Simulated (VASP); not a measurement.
Input for VASP

INCAR:
```
! general
SYSTEM =NbN
PREC   =Accurate
ENCUT  =620
LREAL  =.False.
LASPH  =.True.

! electronic loop
EDIFF  =1E-6
NELM   =100
ALGO   =Normal
LMAXMIX=4

! smearing
ISMEAR =1
SIGMA  =0.1

! functional
GGA    =PS

! ions
IBRION =2
NSW    =40
ISIF   =3
EDIFFG =-0.02
PSTRESS=50

! output
LWAVE  =.False.
LCHARG =.False.
```

**POSCAR**
```
NbN
1
    0.0000000000     2.1886747133     2.1886747133
    2.1886747133     0.0000000000     2.1886747133
    2.1886747133     2.1886747133     0.0000000000
Nb N
1 1
Direct
  0.0000000000   0.0000000000   0.0000000000
  0.5000000000   0.5000000000   0.5000000000
```

**KPOINTS**
```
Automatic mesh
0
Gamma
14 14 14
0 0 0
```

POTCAR, in this order: Nb_sv N (PBE.64 set). Program: vasp_std.

### Question
Translate this PBEsol calculation to Ansatz.

### Answer
One equivalent input (not run):
Ansatz 0.2 input:
```yaml
crystal:
  lattice:
    - [0.0000000, 2.1886747, 2.1886747]
    - [2.1886747, 0.0000000, 2.1886747]
    - [2.1886747, 2.1886747, 0.0000000]
  atoms:
    - { symbol: Nb, position: [0.0000000, 0.0000000, 0.0000000] }
    - { symbol: N, position: [0.5000000, 0.5000000, 0.5000000] }
kpoints:
  mp_grid: { grid: [14, 14, 14] }
hamiltonian:
  xc: pbesol
  pseudopotentials: { kind: paw }
scf:
  occupations: { method: methfessel_paxton, width: 0.1 }
  max_iter: 100
relax:
  max_steps: 40
  f_tol: 0.02
  cell: { p_target: 5 }
output: { forces: true, stress: true, eigenvalues: true }
```
Limits of the translation: each code has its own PAW files, so the cut-off isn't converted (ENCUT is set for VASP's; basis.ecutwfc is left out, and Ansatz then takes the one that its files recommend); Ansatz stops its SCF on the density residual and VASP on the energy change (EDIFF).

The compound is NbN in the rock salt structure, the cubic δ form, which competes with hexagonal ones. This run relaxes it under an external pressure of 5 GPa. Symmetry was kept, so distortions that lower it aren't found.
